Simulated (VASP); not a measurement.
An input for Ansatz (written as the equivalent of a VASP run, and not itself run):

Ansatz 0.2 input:
```yaml
crystal:
  lattice:
    - [4.5685301, 0.0000000, 0.0000000]
    - [-2.2842651, 3.9564636, 0.0000000]
    - [0.0000000, 0.0000000, 7.4183502]
  atoms:
    - { symbol: Mg, position: [0.3333330, 0.6666670, 0.9998114] }
    - { symbol: Mg, position: [0.6666670, 0.3333330, 0.4998114] }
    - { symbol: Te, position: [0.3333330, 0.6666670, 0.3761886] }
    - { symbol: Te, position: [0.6666670, 0.3333330, 0.8761886] }
kpoints:
  mp_grid: { grid: [5, 5, 3] }
hamiltonian:
  xc: pbesol
  pseudopotentials: { kind: paw }
scf:
  occupations: { method: gaussian, width: 0.05 }
  max_iter: 100
relax:
  max_steps: 60
  f_tol: 0.02
  cell: {}
output: { forces: true, stress: true, eigenvalues: true }
```

Question: Write the VASP files for the same calculation (PBEsol).

Answer: This is not unique; one that fits is 
POSCAR:
```
MgTe
1
    4.5685301101     0.0000000000     0.0000000000
   -2.2842650551     3.9564635511    -0.0000000000
    0.0000000000     0.0000000000     7.4183502059
Mg Te
2 2
Direct
  0.3333330000   0.6666670000   0.9998114344
  0.6666670000   0.3333330000   0.4998114344
  0.3333330000   0.6666670000   0.3761885656
  0.6666670000   0.3333330000   0.8761885656
```

**INCAR**
```
SYSTEM = MgTe
PREC = Accurate
ENCUT = 480
EDIFF = 1E-6
NELM = 100
ALGO = Normal
LREAL = .FALSE.
LASPH = .TRUE.
ISMEAR = 0
SIGMA = 0.05
GGA = PS
LMAXMIX = 4
LWAVE = .FALSE.
LCHARG = .FALSE.
IBRION = 2
ISIF = 3
NSW = 60
EDIFFG = -0.02
```

**KPOINTS**
```
Automatic mesh
0
Gamma
5 5 3
0 0 0
```

POTCAR, in this order: Mg Te (PBE.64 set). Program: vasp_std.

What does not carry over: each code has its own PAW files, so the cut-off isn't converted (ENCUT is set for VASP's; basis.ecutwfc is left out, and Ansatz then takes the one that its files recommend); Ansatz stops its SCF on the density residual and VASP on the energy change (EDIFF).

The compound is MgTe in the wurtzite structure. This run relaxes it. Symmetry was kept, so distortions that lower it aren't found. The start is the result of an earlier pass.
